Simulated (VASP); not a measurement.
These are PBE GGA, VASP's PBE PAW potentials (set 64) (plane waves; VASP) values and carry that method's errors.

VASP input:

**INCAR**
```
! general
SYSTEM   =  FeO
PREC     =  Accurate
ENCUT    =  800
LREAL    =  .FALSE.
LASPH    =  .TRUE.

! electronic loop
EDIFF    =  1E-6
NELM     =  100
ALGO     =  Normal
LMAXMIX  =  4

! smearing
ISMEAR   =  0
SIGMA    =  0.05

! functional
GGA      =  PE

! spin
ISPIN    =  2
MAGMOM   =  4.0 -4.0 2*0.0

! ions
ISIF     =  2

! output
LWAVE    =  .FALSE.
LCHARG   =  .FALSE.
LORBIT   =  10
```

File KPOINTS:
```
Regular mesh
0
gamma
8 8 8
0 0 0
```

File POSCAR:
```
FeO
5.3031450
  0.8164966261   0.4082483130   0.4082483130
  0.4082483130   0.8164966261   0.4082483130
  0.4082483130   0.4082483130   0.8164966261
Fe O
2 2
Cartesian
  0.0000000000   0.0000000000   0.0000000000
  0.8164966261   0.8164966261   0.8164966261
  0.4082483130   0.4082483130   0.4082483130
  1.2247449391   1.2247449391   1.2247449391
```

POTCAR, in this order: Fe O_h (PBE.64 set). Program: vasp_std.

The resulting files:

### OSZICAR
```
       N       E                     dE             d eps       ncg     rms          rms(c)
DAV:   1     0.307537473853E+03    0.30754E+03   -0.18183E+04  4704   0.260E+03
DAV:   2     0.382836060045E+02   -0.26925E+03   -0.26226E+03  4726   0.451E+02
DAV:   3    -0.303123753497E+02   -0.68596E+02   -0.64495E+02  8832   0.197E+02
DAV:   4    -0.352148152621E+02   -0.49024E+01   -0.47871E+01  6404   0.546E+01
DAV:   5    -0.353393373353E+02   -0.12452E+00   -0.11762E+00  7498   0.829E+00    0.217E+01
DAV:   6    -0.313737308888E+02    0.39656E+01   -0.77739E+01  8058   0.114E+02    0.268E+01
DAV:   7    -0.296868542827E+02    0.16869E+01   -0.13874E+01  7964   0.796E+01    0.123E+01
DAV:   8    -0.298405138553E+02   -0.15366E+00   -0.20827E+00  5332   0.126E+01    0.776E+00
DAV:   9    -0.297946317495E+02    0.45882E-01   -0.35954E-01  8218   0.101E+01    0.161E+00
DAV:  10    -0.298080840917E+02   -0.13452E-01   -0.78923E-02  6654   0.511E+00    0.507E-01
DAV:  11    -0.298067731384E+02    0.13110E-02   -0.19075E-02  7862   0.243E+00    0.184E-01
DAV:  12    -0.298069916507E+02   -0.21851E-03   -0.20989E-03  5038   0.446E-01    0.995E-02
DAV:  13    -0.298070301209E+02   -0.38470E-04   -0.32558E-04  7144   0.167E-01    0.436E-02
DAV:  14    -0.298070623132E+02   -0.32192E-04   -0.14790E-04  7392   0.977E-02    0.275E-02
DAV:  15    -0.298070662696E+02   -0.39564E-05   -0.23004E-05  6942   0.607E-02    0.213E-02
DAV:  16    -0.298070688177E+02   -0.25480E-05   -0.11498E-05  6154   0.489E-02    0.809E-03
DAV:  17    -0.298070695773E+02   -0.75960E-06   -0.26532E-06  3014   0.323E-02
   1 F= -.29807070E+02 E0= -.29803647E+02  d E =-.684437E-02  mag=    -0.0000
```

File OUTCAR:
```
------------------------ aborting loop because EDIFF is reached ----------------------------------------
  FORCE on cell =-STRESS in cart. coord.  units (eV):
  Direction    XX          YY          ZZ          XY          YZ          ZX
  --------------------------------------------------------------------------------------
  Total       -1.6958224     -1.6958224     -1.6958224      0.7322727      0.7322727      0.7322727
  in kB      -66.9356167    -66.9356167    -66.9356167     28.9034541     28.9034541     28.9034541
  external PRESSURE =     -66.9356167 kB  Pullay stress =       0.0000000 kB
  volume of cell :       40.59
      direct lattice vectors                 reciprocal lattice vectors
     4.330000000  2.165000000  2.165000000     0.346420323 -0.115473441 -0.115473441
     2.165000000  4.330000000  2.165000000    -0.115473441  0.346420323 -0.115473441
     2.165000000  2.165000000  4.330000000    -0.115473441 -0.115473441  0.346420323
 POSITION                                       TOTAL-FORCE (eV/Angst)
 -----------------------------------------------------------------------------------
      0.00000      0.00000      0.00000        -0.000000     -0.000000      0.000000
      4.33000      4.33000      4.33000         0.000000     -0.000000     -0.000000
      2.16500      2.16500      2.16500         0.000000      0.000000      0.000000
      6.49500      6.49500      6.49500         0.000000      0.000000     -0.000000
 -----------------------------------------------------------------------------------
    total drift:                                0.000000     -0.000000     -0.000000
  FREE ENERGIE OF THE ION-ELECTRON SYSTEM (eV)
  ---------------------------------------------------
  free  energy   TOTEN  =       -29.8070695773 eV

  energy  without entropy=      -29.8002252117  energy(sigma->0) =      -29.80364739

 total charge

# of ion       s       p       d       tot
------------------------------------------
    1        0.279   0.343   6.116   6.739
    2        0.279   0.343   6.116   6.739
    3        1.048   2.299   0.000   3.347
    4        1.048   2.299   0.000   3.347
--------------------------------------------------
tot          2.655   5.284  12.232  20.171

 magnetization (x)

# of ion       s       p       d       tot
------------------------------------------
    1        0.004   0.004   3.431   3.438
    2       -0.004  -0.004  -3.431  -3.438
    3        0.000   0.000   0.000   0.000
    4        0.000   0.000   0.000   0.000
--------------------------------------------------
tot          0.000   0.000   0.000   0.000
```
(Selected blocks of OUTCAR.)

The compound is FeO in the rock salt, AFM-II order structure. The cell was not relaxed at this level. The k-mesh is coarse (spacing up to 0.30 per Å, 2π included), so the numbers may not be converged in it. The run is one of a series of settings (ENCUT = 800, POTCAR Fe O_h (PBE.64 set) against the base run), some of them coarse on purpose.
